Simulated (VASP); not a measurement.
Computed with PBEsol GGA, VASP's PBE PAW potentials (set 64) (plane waves; VASP).

Input for VASP

INCAR:
```
SYSTEM = K3LiCl4
PREC = Accurate
ENCUT = 520
EDIFF = 1E-6
NELM = 100
ALGO = Normal
LREAL = .FALSE.
LASPH = .TRUE.
ISMEAR = 0
SIGMA = 0.05
GGA = PS
LWAVE = .FALSE.
LCHARG = .FALSE.
IBRION = 2
ISIF = 3
NSW = 60
EDIFFG = -0.02
```

KPOINTS:
```
Automatic mesh
0
G
 4 4 4
```

### POSCAR
```
K3LiCl4
1.0
  6.0693947085   0.0000000000   0.0000000000
  0.0000000000   6.0693947085   0.0000000000
  0.0000000000   0.0000000000   6.0693947085
Li Cl K
1 4 3
Cartesian
  0.0000000000   0.0000000000   0.0000000000
  3.0346973542   3.0346973542   3.0346973542
  0.0000000000   0.0000000000   3.0346973542
  0.0000000000   3.0346973542   0.0000000000
  3.0346973542   0.0000000000   0.0000000000
  3.0346973542   3.0346973542   0.0000000000
  3.0346973542   0.0000000000   3.0346973542
  0.0000000000   3.0346973542   3.0346973542
```

POTCAR, in this order: Li_sv Cl K_sv (PBE.64 set). Program: vasp_std.

Problem. Estimate the energy per atom (σ→0), band gap (on the k-mesh).

Solution. 
The energy per atom (σ→0) is -3.493 eV/atom and the band gap (on the k-mesh) is 4.73 eV.

File OSZICAR:
```
...
DAV:   8    -0.279449737121E+02   -0.25996E-01   -0.12501E-01   952   0.190E+00    0.666E-01
DAV:   9    -0.279443362925E+02    0.63742E-03   -0.15039E-02  1032   0.506E-01    0.215E-01
DAV:  10    -0.279462654164E+02   -0.19291E-02   -0.43597E-03   892   0.302E-01    0.823E-02
DAV:  11    -0.279463429922E+02   -0.77576E-04   -0.47883E-04  1016   0.107E-01    0.494E-02
DAV:  12    -0.279463406562E+02    0.23360E-05   -0.20063E-04   950   0.662E-02    0.143E-02
DAV:  13    -0.279463393006E+02    0.13556E-05   -0.34268E-05   848   0.249E-02    0.119E-02
DAV:  14    -0.279463390912E+02    0.20944E-06   -0.48548E-06   776   0.105E-02
   1 F= -.27946339E+02 E0= -.27946339E+02  d E =-.279463E+02
```

The structure was generated: K3LiCl4 was put into an ordered model structure (Pm-3m), which need not be its known phase. It was relaxed first. The start is the result of an earlier pass.
